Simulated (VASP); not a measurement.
Here is the system:

```yaml
crystal:
  lattice:
    - [1.60836, 0.92859, 4.34257]
    - [-1.60836, 0.92859, 4.34257]
    - [0.00000, -1.85718, 4.34257]
  atoms:
    - { symbol: Sn, position: [0.00000, 0.00000, 0.00000] }
    - { symbol: O, position: [0.25843, 0.25843, 0.25843] }
    - { symbol: O, position: [0.74157, 0.74157, 0.74157] }
```

Calculation: r2SCAN meta-GGA, VASP's PBE PAW potentials (set 64) (plane waves; VASP). Numerical set-up: 520 eV cut-off, 9×9×9 Γ-centred mesh, tetrahedra with Blöchl corrections, potentials Sn_d O.

The cores are frozen, which limits the accuracy of field gradients.

Task: Give the principal components of the electric field gradient (V/Å²) and the asymmetry η at each nucleus.

Result: 
```
atom    Vxx    Vyy    Vzz     η
----  -----  -----  -----  ----
Sn1   -68.7  -68.7  137.4  0.00
O2     34.6   34.6  -69.2  0.00
O3     34.6   34.6  -69.2  0.00
```

The structure was generated: SnO2 was put into the CdCl2 type (R-3m), which need not be its known phase. It was relaxed first.
